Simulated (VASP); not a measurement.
Input for VASP

INCAR:
```
SYSTEM = HgO
PREC = Accurate; ENCUT = 400; LREAL = F
LASPH = T
EDIFF = 1E-6; NELM = 100; ALGO = Normal
LMAXMIX = 6
ISMEAR = -1; SIGMA = 0.136
GGA = PS
ISIF = 2
LWAVE = F; LCHARG = F
```

KPOINTS:
```
Automatic mesh
0
Gamma
8 8 8
0 0 0
```

File POSCAR:
```
HgO
1
    0.0000000000     2.4807360000     2.4807360000
    2.4807360000     0.0000000000     2.4807360000
    2.4807360000     2.4807360000     0.0000000000
O Hg
1 1
Direct
  0.2500000000   0.2500000000   0.2500000000
  0.0000000000   0.0000000000   0.0000000000
```

POTCAR, in this order: O Hg (PBE.64 set). Program: vasp_std.

Translate this PBEsol calculation to Quantum ESPRESSO's pw.x.

One equivalent input (not run):
```
&CONTROL
  calculation = 'scf'
  pseudo_dir = './pseudo'
  outdir = './out'
  tprnfor = .true.
  tstress = .true.
/
&SYSTEM
  ibrav = 0
  nat = 2
  ntyp = 2
  ecutwfc = 84
  occupations = 'smearing'
  smearing = 'fermi-dirac'
  degauss = 0.009996
  input_dft = 'pbesol'
/
&ELECTRONS
  conv_thr = 7.3e-08
  electron_maxstep = 100
/
ATOMIC_SPECIES
  O 15.999 O.upf
  Hg 200.592 Hg.upf
CELL_PARAMETERS angstrom
     0.0000000    2.4807360    2.4807360
     2.4807360    0.0000000    2.4807360
     2.4807360    2.4807360    0.0000000
ATOMIC_POSITIONS crystal
  O    0.2500000  0.2500000  0.2500000
  Hg   0.0000000  0.0000000  0.0000000
K_POINTS automatic
  8 8 8 0 0 0
```
Limits of the translation: the potentials are each code's own (VASP's PAW set, PseudoDojo norm-conserving files in pw.x), so ENCUT and ecutwfc are chosen apart and not converted; conv_thr bounds pw.x's estimated SCF error, while EDIFF bounds the energy change between steps.

The structure was generated: HgO was put into an ordered model structure, which need not be its known phase. The cell was not relaxed at this level. The run is one of a series of settings (GGA = PS against the base run), some of them coarse on purpose.
